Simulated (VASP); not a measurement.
These are PBE GGA + U (Dudarev), VASP's PBE PAW potentials (set 64) (plane waves; VASP 6.6.1) values and carry that method's errors.

Input for VASP

File KPOINTS:
```
Regular mesh
0
Gamma
  9 9 9
0 0 0
```

File POSCAR:
```
CoSi2
1
    0.0000000000     2.6535740000     2.7119450000
    2.6229830000     0.0000000000     2.7119450000
    2.6229830000     2.6535740000     0.0000000000
Co Si
1 2
Direct
  0.0000000000   0.0000000000   0.0000000000
  0.2500000000   0.2500000000   0.2500000000
  0.7399360000   0.7600640000   0.7600640000
```

### INCAR
```
SYSTEM = CoSi2
PREC = Accurate
ENCUT = 400
EDIFF = 1E-6
NELM = 100
ALGO = Normal
LREAL = .FALSE.
LASPH = .TRUE.
ISMEAR = 1
SIGMA = 0.1
GGA = PE
LMAXMIX = 4
LWAVE = .FALSE.
LCHARG = .FALSE.
ISIF = 2
LDAU = .TRUE.
LDAUTYPE = 2
LDAUL = 2 -1
LDAUU = 8.0 0
LDAUJ = 0 0
LDAUPRINT = 1
LORBIT = 10
```

POTCAR, in this order: Co Si (PBE.64 set). Program: vasp_std.

### Question
What does the run give for the energy per atom (σ→0), pressure, largest force, band gap (on the k-mesh)?

### Answer

```json
{
  "energy per atom (σ→0)": "-4.206 eV/atom",
  "band gap (on the k-mesh)": "none (metal, semimetal or under 0.01 eV)",
  "pressure": "-7.17 GPa",
  "largest_force": "0.389 eV/Å"
}
```

### OSZICAR
```
...
DAV:   9    -0.126109728664E+02   -0.20868E-02   -0.19662E-02  5860   0.143E+00    0.594E-01
DAV:  10    -0.126168404894E+02   -0.58676E-02   -0.86343E-03  7492   0.201E+00    0.166E-01
DAV:  11    -0.126171679968E+02   -0.32751E-03   -0.16046E-03  5648   0.429E-01    0.841E-02
DAV:  12    -0.126175570911E+02   -0.38909E-03   -0.57222E-04  7696   0.508E-01    0.310E-02
DAV:  13    -0.126176161010E+02   -0.59010E-04   -0.16954E-04  7504   0.194E-01    0.182E-02
DAV:  14    -0.126176297351E+02   -0.13634E-04   -0.43389E-05  7520   0.135E-01    0.766E-03
DAV:  15    -0.126176303339E+02   -0.59876E-06   -0.48841E-06  5144   0.324E-02
   1 F= -.12617630E+02 E0= -.12617615E+02  d E =-.464912E-04
```

The compound is CoSi2 in the fluorite structure. The cell was not relaxed at this level, atoms are displaced from their ideal sites. The run is one of a series of settings (LDAU = .TRUE., LDAUJ = 0 0, LDAUL = 2 -1, LDAUTYPE = 2, LDAUU = 8.0 0 against the base run), some of them coarse on purpose. The run is not spin-polarised, so no magnetic state was tried. The electron count is odd and the run is not spin-polarised, which forces a metal.
